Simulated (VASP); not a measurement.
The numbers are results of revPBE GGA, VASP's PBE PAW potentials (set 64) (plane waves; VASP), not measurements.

The input files of a VASP run:

POSCAR:
```
CsPbBr3
1
    6.1218284071     0.0000000000     0.0000000000
    0.0000000000     6.1218284071     0.0000000000
   -0.0000000000    -0.0000000000     6.1218284071
Cs Pb Br
1 1 3
Direct
  0.0000000000   0.0000000000   0.0000000000
  0.5000000000   0.5000000000   0.5000000000
  0.5000000000   0.0000000000   0.5000000000
  0.0000000000   0.5000000000   0.5000000000
  0.5000000000   0.5000000000   0.0000000000
```

KPOINTS:
```
kpoints
0
Gamma
  4 4 4
```

### INCAR
```
# general
SYSTEM  = CsPbBr3
PREC    = Accurate
ENCUT   = 520
LREAL   = .FALSE.   # projection in real space or not
LASPH   = .TRUE.   # aspherical one-centre terms

# electronic loop
EDIFF   = 1E-7   # SCF stop (eV)
NELM    = 100
ALGO    = Normal   # blocked Davidson
LMAXMIX = 4

# smearing
ISMEAR  = -5

# functional
GGA     = RE

# ions
ISIF    = 2   # forces and stress, cell fixed

# output
LWAVE   = .FALSE.
LCHARG  = .TRUE.
LORBIT  = 11
NEDOS   = 601   # DOS grid

# other
LEFG    = .TRUE.
```

POTCAR, in this order: Cs_sv Pb_d Br (PBE.64 set). Program: vasp_std.

Unless said otherwise, spin-orbit coupling is left out, though it shifts the bands of the heavy elements here.

Predict the energy per atom (σ→0), band gap (on the k-mesh).

```yaml
energy per atom (σ→0): -2.987 eV/atom
band gap (on the k-mesh): 2.04 eV
```

File OSZICAR:
```
...
DAV:   9    -0.149330264488E+02    0.14745E-05   -0.11325E-02   720   0.827E-01    0.132E-01
DAV:  10    -0.149342810175E+02   -0.12546E-02   -0.25088E-03   614   0.292E-01    0.594E-02
DAV:  11    -0.149344690812E+02   -0.18806E-03   -0.51511E-04   588   0.197E-01    0.109E-02
DAV:  12    -0.149344797174E+02   -0.10636E-04   -0.92580E-05   782   0.760E-02    0.956E-03
DAV:  13    -0.149344809348E+02   -0.12175E-05   -0.18401E-05   616   0.287E-02    0.349E-03
DAV:  14    -0.149344814065E+02   -0.47163E-06   -0.11428E-06   614   0.887E-03    0.101E-03
DAV:  15    -0.149344814491E+02   -0.42620E-07   -0.84837E-08   448   0.177E-03
   1 F= -.14934481E+02 E0= -.14934481E+02  d E =0.000000E+00
```

The compound is CsPbBr3 in the cubic perovskite structure, the ideal cubic form; the compound distorts at low or room temperature. It was relaxed first, which changed the volume by +13 %.
